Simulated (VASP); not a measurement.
Calculation: LDA (Ceperley-Alder, Perdew-Zunger), VASP's LDA PAW potentials (set 64) (plane waves; VASP).

VASP ran on this input.

### POSCAR
```
BaZrO3
1
    4.1598020681     0.0000000000     0.0000000000
    0.0000000000     4.1598020681     0.0000000000
    0.0000000000     0.0000000000     4.1598020681
Ba Zr O
1 1 3
Direct
  0.0000000000   0.0000000000   0.0000000000
  0.5000000000   0.5000000000   0.5000000000
  0.5000000000   0.0000000000   0.5000000000
  0.0000000000   0.5000000000   0.5000000000
  0.5000000000   0.5000000000   0.0000000000
```

KPOINTS:
```
k-points along high-symmetry lines
15
Line-mode
Reciprocal
  0.000000   0.000000   0.000000 ! GAMMA
  0.000000   0.500000   0.000000 ! X

  0.000000   0.500000   0.000000 ! X
  0.500000   0.500000   0.000000 ! M

  0.500000   0.500000   0.000000 ! M
  0.000000   0.000000   0.000000 ! GAMMA

  0.000000   0.000000   0.000000 ! GAMMA
  0.500000   0.500000   0.500000 ! R

  0.500000   0.500000   0.500000 ! R
  0.000000   0.500000   0.000000 ! X

  0.500000   0.500000   0.500000 ! R
  0.500000   0.500000   0.000000 ! M
```

INCAR:
```
ALGO=Normal
EDIFF=1E-7
ENCUT=520
ICHARG=11
ISMEAR=0
LASPH=T
LCHARG=F
LMAXMIX=4
LORBIT=11
LREAL=F
LWAVE=F
NELM=100
PREC=Accurate
SIGMA=0.05
SYSTEM=BaZrO3
```

POTCAR, in this order: Ba_sv Zr_sv O (LDA.64 set). Program: vasp_std. Read from the step before: CHGCAR.

The run wrote:

### OSZICAR
```
       N       E                     dE             d eps       ncg     rms          rms(c)
DAV:   1     0.317541869720E+03    0.31754E+03   -0.22442E+04  4320   0.165E+03
DAV:   2    -0.208609689721E+02   -0.33840E+03   -0.33367E+03  5416   0.390E+02
DAV:   3    -0.439685225779E+02   -0.23108E+02   -0.22917E+02  7464   0.915E+01
DAV:   4    -0.444545552002E+02   -0.48603E+00   -0.48581E+00  5680   0.119E+01
DAV:   5    -0.444672596296E+02   -0.12704E-01   -0.12704E-01  6512   0.144E+00
DAV:   6    -0.444674535015E+02   -0.19387E-03   -0.19387E-03  5632   0.171E-01
DAV:   7    -0.444674564478E+02   -0.29463E-05   -0.29463E-05  6536   0.195E-02
DAV:   8    -0.444674564958E+02   -0.48000E-07   -0.48039E-07  5600   0.243E-03
   1 F= -.44467456E+02 E0= -.44467456E+02  d E =-.570256E-18
```

OUTCAR:
```
 val. band max:        3.6363712385   @ k =   0.5000   0.5000   0.5000

 cond. band min:       6.7510354714   @ k =   0.0000   0.0000   0.0000



 k-point     1 :       0.0000    0.0000    0.0000
  band No.  band energies     occupation
      1     -42.8857      2.00000
      2     -21.4320      2.00000
      3     -21.2567      2.00000
      4     -21.2567      2.00000
      5     -21.2567      2.00000
      6     -12.4594      2.00000
      7     -12.1750      2.00000
      8     -12.1750      2.00000
      9      -6.6082      2.00000
     10      -6.6082      2.00000
     11      -6.6082      2.00000
     12       2.2208      2.00000
     13       2.2208      2.00000
     14       2.2208      2.00000
     15       2.5984      2.00000
     16       2.5984      2.00000
     17       2.5984      2.00000
     18       3.4456      2.00000
     19       3.4456      2.00000
     20       3.4456      2.00000
     21       6.7510      0.00000
     22       6.7510      0.00000
     23       6.7510      0.00000
     24       8.1774      0.00000

 k-point     2 :       0.0000    0.0357    0.0000
  band No.  band energies     occupation
      1     -42.8856      2.00000
      2     -21.4364      2.00000
      3     -21.2566      2.00000
      4     -21.2566      2.00000
      5     -21.2551      2.00000
      6     -12.4574      2.00000
      7     -12.1746      2.00000
      8     -12.1676      2.00000
      9      -6.6073      2.00000
     10      -6.6073      2.00000
     11      -6.6050      2.00000
     12       2.2005      2.00000
     13       2.2157      2.00000
     14       2.2157      2.00000
     15       2.5838      2.00000
     16       2.5838      2.00000
     17       2.5868      2.00000
     18       3.4037      2.00000
     19       3.4403      2.00000
     20       3.4403      2.00000
     21       6.7560      0.00000
     22       6.7845      0.00000
     23       6.7845      0.00000
     24       8.2004      0.00000

...
```

The density is held fixed in this step, so its total energy and stress have no physical meaning. Unless said otherwise, spin-orbit coupling is left out, though it shifts the bands of the heavy elements here.

The compound is BaZrO3 in the cubic perovskite structure. It was relaxed first.
